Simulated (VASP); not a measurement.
All values below come from PW91 GGA, VASP's PBE PAW potentials (set 64) (plane waves; VASP).

VASP ran on this input.

File KPOINTS:
```
k-points along high-symmetry lines
15
Line-mode
Reciprocal
  0.000000   0.000000   0.000000 ! GAMMA
  0.000000   0.500000   0.000000 ! X

  0.000000   0.500000   0.000000 ! X
  0.500000   0.500000   0.000000 ! M

  0.500000   0.500000   0.000000 ! M
  0.000000   0.000000   0.000000 ! GAMMA

  0.000000   0.000000   0.000000 ! GAMMA
  0.500000   0.500000   0.500000 ! R

  0.500000   0.500000   0.500000 ! R
  0.000000   0.500000   0.000000 ! X

  0.500000   0.500000   0.500000 ! R
  0.500000   0.500000   0.000000 ! M
```

File POSCAR:
```
CsPbBr3
5.9989750
  1.0000000464   0.0000000000   0.0000000000
  0.0000000000   1.0000000464   0.0000000000
  0.0000000000   0.0000000000   1.0000000464
Cs Pb Br
1 1 3
Direct
  0.0000000000   0.0000000000   0.0000000000
  0.5000000000   0.5000000000   0.5000000000
  0.5000000000   0.0000000000   0.5000000000
  0.0000000000   0.5000000000   0.5000000000
  0.5000000000   0.5000000000   0.0000000000
```

### INCAR
```
# general
SYSTEM =CsPbBr3
PREC   =Accurate
ENCUT  =520
LREAL  =.FALSE.
LASPH  =.TRUE.
ICHARG =11

# electronic loop
EDIFF  =1E-7
NELM   =100
ALGO   =Normal
LMAXMIX=4

# smearing
ISMEAR =0
SIGMA  =0.05

# functional
GGA    =91

# output
LWAVE  =.FALSE.
LCHARG =.FALSE.
LORBIT =11
```

POTCAR, in this order: Cs_sv Pb_d Br (PBE.64 set). Program: vasp_std. Read from the step before: CHGCAR.

The resulting files:

### OSZICAR
```
       N       E                     dE             d eps       ncg     rms          rms(c)
DAV:   1     0.398666594856E+03    0.39867E+03   -0.18749E+04  4680   0.149E+03
DAV:   2     0.338293378575E+02   -0.36484E+03   -0.35787E+03  5814   0.328E+02
DAV:   3    -0.136176850175E+02   -0.47447E+02   -0.46481E+02  5710   0.128E+02
DAV:   4    -0.154773536556E+02   -0.18597E+01   -0.18558E+01  5748   0.331E+01
DAV:   5    -0.155390325374E+02   -0.61679E-01   -0.61639E-01  6022   0.524E+00
DAV:   6    -0.155416759806E+02   -0.26434E-02   -0.26431E-02  6280   0.115E+00
DAV:   7    -0.155417881773E+02   -0.11220E-03   -0.11219E-03  6216   0.185E-01
DAV:   8    -0.155417911839E+02   -0.30066E-05   -0.30066E-05  6758   0.347E-02
DAV:   9    -0.155417912211E+02   -0.37156E-07   -0.37177E-07  5082   0.280E-03
   1 F= -.15541791E+02 E0= -.15541791E+02  d E =-.344927E-14
```

OUTCAR:
```
 val. band max:        0.5592806737   @ k =   0.5000   0.5000   0.5000

 cond. band min:       2.3032976368   @ k =   0.5000   0.5000   0.5000



 k-point     1 :       0.0000    0.0000    0.0000
  band No.  band energies     occupation
      1     -20.6145      2.00000
      2     -16.0825      2.00000
      3     -16.0825      2.00000
      4     -15.9719      2.00000
      5     -15.9719      2.00000
      6     -15.9719      2.00000
      7     -13.7164      2.00000
      8     -13.1406      2.00000
      9     -13.1406      2.00000
     10      -7.4447      2.00000
     11      -7.4447      2.00000
     12      -7.4447      2.00000
     13      -6.2689      2.00000
     14      -3.2324      2.00000
     15      -3.2324      2.00000
     16      -3.2324      2.00000
     17      -1.1930      2.00000
     18      -1.1930      2.00000
     19      -1.1930      2.00000
     20      -1.1034      2.00000
     21      -1.1034      2.00000
     22      -1.1034      2.00000
     23       3.8744      0.00000
     24       5.0648      0.00000
     25       5.0648      0.00000
     26       5.7694      0.00000

 k-point     2 :       0.0000    0.0357    0.0000
  band No.  band energies     occupation
      1     -20.6145      2.00000
      2     -16.0825      2.00000
      3     -16.0820      2.00000
      4     -15.9719      2.00000
      5     -15.9719      2.00000
      6     -15.9719      2.00000
      7     -13.7152      2.00000
      8     -13.1428      2.00000
      9     -13.1406      2.00000
     10      -7.4446      2.00000
     11      -7.4446      2.00000
     12      -7.4446      2.00000
     13      -6.2798      2.00000
     14      -3.2313      2.00000
     15      -3.2313      2.00000
     16      -3.2100      2.00000
     17      -1.1944      2.00000
     18      -1.1943      2.00000
     19      -1.1943      2.00000
     20      -1.1049      2.00000
     21      -1.1049      2.00000
     22      -1.1048      2.00000
     23       3.8863      0.00000
...
```

The density is held fixed in this step, so its total energy and stress have no physical meaning. Unless said otherwise, spin-orbit coupling is left out, though it shifts the bands of the heavy elements here.

The compound is CsPbBr3 in the cubic perovskite structure, the ideal cubic form; the compound distorts at low or room temperature. It was relaxed first, which changed the volume by +7 %.
